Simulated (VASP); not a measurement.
# LiCuSn2 (P-3m1) in VASP: notebook

One crystal, LiCuSn2, is run at these levels: PBE; tasks: single point.

Everything below comes from runs of VASP 6.6.1. Logs are shortened: lines on timing, memory, paths and dates and some standing lists are left out, and cuts for length are marked.

## (1) The crystal as given

It takes space group P-3m1 (No. 164, trigonal). The conventional cell has a = 4.246 Å, b = 4.246 Å, c = 5.489 Å, α = 90.00°, β = 90.00°, γ = 120.00°. Li (site symmetry -3m) is surrounded by 2 Cu at 2.74 Å and 6 Sn at 2.96 Å. Cu (site symmetry -3m) has 6 Sn at 2.68 Å and 2 Li at 2.74 Å as nearest neighbours. Sn (site symmetry 3m) has 3 Cu at 2.68 Å and 3 Li at 2.96 Å as nearest neighbours.

The cell comes from a database or a generator and needn't be the stable form of this composition.

## (2) Single point, PBE

INCAR

```
SYSTEM = LiCuSn2
PREC = Accurate
ENCUT = 520
EDIFF = 1E-6
ISMEAR = 0
SIGMA = 0.1
LREAL = .FALSE.
LASPH = .TRUE.
NELM = 100
ALGO = Fast
ISIF = 2
LWAVE = .FALSE.
LCHARG = .TRUE.
GGA = PE
LELF = .TRUE.
LVHAR = .TRUE.
NBANDS = 29
```

KPOINTS

```
Automatic mesh
0
G
  12 12 8
  0 0 0
```

POSCAR

```
LiCuSn2
1.0
    4.2457493766      0.0000000000      0.0000000000
   -2.1228746883      3.6769268182      0.0000000000
    0.0000000000      0.0000000000      5.4887119635
Li Cu Sn
1 1 2
Direct
    0.0000000000      0.0000000000      0.5000000000
    0.0000000000      0.0000000000      0.0000000000
    0.3333333333      0.6666666667      0.1984195012
    0.6666666667      0.3333333333      0.8015804988
```

Potentials or basis: VASP PAW PBE potentials, release 64 (Li_sv, Cu, Sn_d).

Started as:

```console
$ cat potpaw_PBE.64/Li_sv/POTCAR potpaw_PBE.64/Cu/POTCAR potpaw_PBE.64/Sn_d/POTCAR > POTCAR
$ mpirun -np 1 vasp_std > vasp.out
```

OUTCAR:

```text
SYSTEM = LiCuSn2
   PREC = Accurate
   ENCUT = 520
   EDIFF = 1E-6
   ISMEAR = 0
   LREAL = .FALSE.
   LASPH = .TRUE.
   NELM = 100
   ISIF = 2
   GGA = PE

 ion  position               nearest neighbor table
   1  0.000  0.000  0.500-   3 2.96   4 2.96   3 2.96   4 2.96   4 2.96   3 2.96
   2  0.000  0.000  0.000-   3 2.68   4 2.68   3 2.68   4 2.68   4 2.68   3 2.68
   3  0.333  0.667  0.198-   2 2.68   2 2.68   2 2.68   1 2.96   1 2.96   1 2.96   4 3.28   4 3.28
                             4 3.28
   4  0.667  0.333  0.802-   2 2.68   2 2.68   2 2.68   1 2.96   1 2.96   1 2.96   3 3.28   3 3.28
                             3 3.28

  LATTYP: Found a hexagonal cell.
 ALAT       =     4.2457493766
 C/A-ratio  =     1.2927545827

  Lattice vectors:

 A1 = (   4.2457493766,   0.0000000000,   0.0000000000)
 A2 = (  -2.1228746883,   3.6769268182,   0.0000000000)
 A3 = (   0.0000000000,   0.0000000000,   5.4887119635)

Analysis of symmetry for initial positions (statically):
=====================================================================
 Subroutine PRICEL returns:
 Original cell was already a primitive cell.

 Routine SETGRP: Setting up the symmetry group for a
 hexagonal supercell.

 Subroutine GETGRP returns: Found 12 space group operations
 (whereof 12 operations were pure point group operations)
 out of a pool of 24 trial point group operations.

The static configuration has the point symmetry D_3d.

Analysis of symmetry for dynamics (positions and initial velocities):
=====================================================================
 Subroutine PRICEL returns:
 Original cell was already a primitive cell.

 Routine SETGRP: Setting up the symmetry group for a
 hexagonal supercell.

 Subroutine GETGRP returns: Found 12 space group operations
 (whereof 12 operations were pure point group operations)
 out of a pool of 24 trial point group operations.

The dynamic configuration has the point symmetry D_3d.

 Subroutine INISYM returns: Found 12 space group operations
 (whereof 12 operations are pure point group operations),
 and found     1 'primitive' translations

----------------------------------------------------------------------------------------

                                     Primitive cell

  volume of cell :      85.6860

[... 86 lines left out ...]
   ISPIN  =      1    spin polarized calculation?
   LNONCOLLINEAR =      F non collinear calculations
   LSORBIT =      F    spin-orbit coupling
   LASPH  =      T    aspherical Exc in radial PAW
   ENCUT  =  520.0 eV  38.22 Ry    6.18 a.u.   7.89  7.89 10.21*2*pi/ulx,y,z
   NELM   =    100;   NELMIN=  2; NELMDL= -5     # of ELM steps
   EDIFF  = 0.1E-05   stopping-criterion for ELM
   LREAL  =      F    real-space projection
   EDIFFG = 0.1E-04   stopping-criterion for IOM
   NSW    =      0    number of steps for IOM
   IBRION =     -1    ionic relax: 0-MD 1-quasi-New 2-CG
   NFREE  =      0    steps in history (QN), initial steepest desc. (CG)
   ISIF   =      2    stress and relaxation
   ISYM   =      2    0-nonsym 1-usesym 2-fastsym
   POTIM  = 0.5000    time-step for ionic-motion
   TEBEG  =    0.0;   TEEND  =   0.0 temperature during run
   PSTRESS=    0.0 pullay stress
   NELECT =      42.0000    total number of electrons
   NUPDOWN=      -1.0000    fix difference up-down
   EMIN   =  10.00;   EMAX   =-10.00  energy-range for DOS
   EFERMI =   0.00;   METHOD = LEGACY
   ISMEAR =     0;   SIGMA  =   0.10  broadening in eV -4-tet -1-fermi 0-gaus
   EFERMI_NEDOS =   21; number of points for ismear=-14 and -15
   IALGO  =     68    algorithm
   IMIX   =      4    mixing-type and parameters
     AMIX     =   0.40;   BMIX     =  1.00
     AMIX_MAG =   1.60;   BMIX_MAG =  1.00
  volume/ion in A,a.u.               =      21.42       144.56
  Fermi-wavevector in a.u.,A,eV,Ry     =   1.290787  2.439234 22.669098  1.666132
  Thomas-Fermi vector in A             =   2.422597
   LORBIT       =      0    0 simple, 1 ext, 2 COOP (PROOUT), +10 PAW based schemes
   GGA     = PE    functional components
   LHFCALC =     F    Hartree Fock is set to
   AEXX    =    0.0000 exact exchange contribution
   IVDW    =     0    specifies the selected vdW correction
   LEPSILON=     F    determine dielectric tensor
   LRPA    =     F    only Hartree local field effects (RPA)
 non-spin polarized calculation
 RMM-DIIS sequential band-by-band and
 Gauss-broadening in eV      SIGMA  =   0.10
  energy-cutoff  :      520.00
  volume of cell :       85.69
 maximum number of plane-waves:      2340
   NGX = 15   NGY = 15   NGZ = 21

 number of electron      42.0000018 magnetization

 Free energy of the ion-electron system (eV)
  ---------------------------------------------------
  ext. energy  EPLUGINS =         0.00000000
  ---------------------------------------------------
  free energy    TOTEN  =       -13.85555807 eV

  energy without entropy =      -13.84886802  energy(sigma->0) =      -13.85221305

 E-fermi :   6.0668     XC(G=0):  -9.8800

 val. band max:        6.0538128500   @ k =   0.2500   0.0000   0.5000
 cond. band min:       6.0960006510   @ k =   0.0833   0.0833   0.3750
 fundamental gap:      0.0421878010
 Fermi energy:         6.0668149029

 k-point     1 :       0.0000    0.0000    0.0000
  band No.  band energies     occupation
      1     -40.3084      2.00000
      2     -15.2126      2.00000
      3     -15.2126      2.00000
      4     -15.1760      2.00000
      5     -15.1619      2.00000
      6     -15.1619      2.00000
[... 757 lines left out ...]
     28      12.6751      0.00000
     29      13.0200      0.00000

 [... further k-points ...]
[... 5 lines left out ...]
  --------------------------------------------------------------------------------------
  -------------------------------------------------------------------------------------
  Total        0.0129286      0.0129286     -0.0175786      0.0000000     -0.0000000      0.0000000
  in kB        0.2417412      0.2417412     -0.3286890      0.0000000     -0.0000000      0.0000000
  external PRESSURE =       0.0515978 kB  Pullay stress =       0.0000000 kB

 VOLUME and BASIS-vectors are now :
 -----------------------------------------------------------------------------
  energy-cutoff  :      520.00
  volume of cell :       85.69
      direct lattice vectors                 reciprocal lattice vectors
     4.245749377  0.000000000  0.000000000     0.235529682  0.135983125  0.000000000
    -2.122874688  3.676926818  0.000000000     0.000000000  0.271966250  0.000000000
     0.000000000  0.000000000  5.488711964     0.000000000  0.000000000  0.182192107

 POSITION                                       TOTAL-FORCE (eV/Angst)
 -----------------------------------------------------------------------------------
      0.00000      0.00000      2.74436        -0.000000      0.000000      0.000000
      0.00000      0.00000      0.00000        -0.000000      0.000000      0.000000
     -0.00000      2.45128      1.08907         0.000000     -0.000000      0.007747
      2.12287      1.22564      4.39964         0.000000      0.000000     -0.007747
 -----------------------------------------------------------------------------------
    total drift:                                0.000000      0.000000      0.000000

  FREE ENERGIE OF THE ION-ELECTRON SYSTEM (eV)
  ---------------------------------------------------
  free  energy   TOTEN  =       -13.8555580705 eV

  energy  without entropy=      -13.8488680224  energy(sigma->0) =      -13.85221305
```

stdout:

```text
POSCAR found type information on POSCAR LiCuSn
 POSCAR found :  3 types and       4 ions
 scaLAPACK will be used
 LDA part: xc-table for (Slater+PW92), standard interpolation
 POSCAR, INCAR and KPOINTS ok, starting setup
 FFT: planning ... GRIDC
 FFT: planning ... GRID_SOFT
 FFT: planning ... GRID
 WAVECAR not read
 entering main loop
WARNING in EDDRMM: call to ZHEGV failed, returncode =   8  4     14
WARNING in EDDRMM: call to ZHEGV failed, returncode =   8  4     20
WARNING in EDDRMM: call to ZHEGV failed, returncode =   8  4     23
WARNING in EDDRMM: call to ZHEGV failed, returncode =   8  4     13
WARNING in EDDRMM: call to ZHEGV failed, returncode =   6  3      7
WARNING in EDDRMM: call to ZHEGV failed, returncode =   6  3     14
WARNING in EDDRMM: call to ZHEGV failed, returncode =   8  4     25
WARNING in EDDRMM: call to ZHEGV failed, returncode =   6  3     21
WARNING in EDDRMM: call to ZHEGV failed, returncode =   6  3      7
WARNING in EDDRMM: call to ZHEGV failed, returncode =   6  3     20
WARNING in EDDRMM: call to ZHEGV failed, returncode =   8  4     15
```

Wall time 8.6 min (1 thread of Intel Xeon Platinum 8488C (Sapphire Rapids), shared host); peak memory 0.42 GiB.

What came out:

* Free energy: -13.8556 eV
* Largest force: 0.008 eV/Å
* Band gap on the k mesh: none (metal or under the smearing width)

Forces on the atoms (eV/Å):
```
Li   0.000  0.000  0.000
Cu   0.000  0.000  0.000
Sn   0.000  0.000  0.008
Sn   0.000  0.000 -0.008
```

Caveat: the cutoff is under 1.25 times the usual one of these potentials, so pressure, stress and relaxed cells hold a basis-set (Pulay) error.

## (3) Single point, PBE

This run uses another cell than the first one, of 18.99 Å³/atom, 0.886 times its volume.

INCAR

```
SYSTEM = LiCuSn2
PREC = Accurate
ENCUT = 520
EDIFF = 1E-7
ISMEAR = 0
SIGMA = 0.1
LREAL = .False.
LASPH = .True.
NELM = 100
ALGO = Normal
ISIF = 2
LWAVE = .False.
LCHARG = .False.
GGA = PE
NBANDS = 29
```

KPOINTS

```
Automatic mesh
0
Gamma
  6 6 4
  0 0 0
```

POSCAR

```
LiCuSn2
1.0
    4.1650795985      0.0000000000      0.0000000000
   -2.0825397992      3.6070647411      0.0000000000
    0.0000000000      0.0000000000      5.0557486989
Li Cu Sn
1 1 2
Direct
    0.0000000000      0.0000000000      0.5000000000
    0.0000000000      0.0000000000      0.0000000000
    0.3333333333      0.6666666667      0.2500000000
    0.6666666667      0.3333333333      0.7500000000
```

Potentials or basis: VASP PAW PBE potentials, release 64 (Li_sv, Cu, Sn_d).

Started as:

```console
$ cat potpaw_PBE.64/Li_sv/POTCAR potpaw_PBE.64/Cu/POTCAR potpaw_PBE.64/Sn_d/POTCAR > POTCAR
$ mpirun -np 1 vasp_std > vasp.out
```

It took 60 s on 1 thread of AMD EPYC 7R43 (Zen 3), shared host; peak memory 0.18 GiB.

It converged, with:

| Property | Result |
| --- | --- |
| Free energy | -13.5317 eV |
| Largest force | 0.490 eV/Å |
| Band gap on the k mesh | none (metal or under the smearing width) |

Forces in eV/Å, atoms in the order of the input:
```
Li   0.000  0.000  0.000
Cu   0.000  0.000  0.000
Sn   0.000  0.000 -0.490
Sn   0.000  0.000  0.490
```

Levels at points of the mesh, in eV from the Fermi level:
| k point | band 17 | band 18 | band 19 | band 20 | band 21 | band 22 | band 23 | band 24 | band 25 | band 26 |
| --- | --- | --- | --- | --- | --- | --- | --- | --- | --- | --- |
| (0.00, 0.00, 0.00) | -3.39 | -3.39 | -2.55 | 1.30 | 1.30 | 1.64 | 1.64 | 3.49 | 4.95 | 5.88 |
| (0.50, 0.00, 0.00) | -3.33 | -3.30 | -1.84 | -1.74 | -1.49 | -1.44 | 0.97 | 3.22 | 4.14 | 5.77 |
| (0.00, 0.00, 0.50) | -3.41 | -3.41 | 1.53 | 1.53 | 1.84 | 1.93 | 2.35 | 2.35 | 4.61 | 4.99 |
| (0.50, 0.00, 0.50) | -3.58 | -3.34 | -3.28 | -3.03 | -0.29 | 0.48 | 1.70 | 1.84 | 6.51 | 6.92 |

Caveat: the cutoff is under 1.25 times the usual one of these potentials, so pressure, stress and relaxed cells hold a basis-set (Pulay) error.
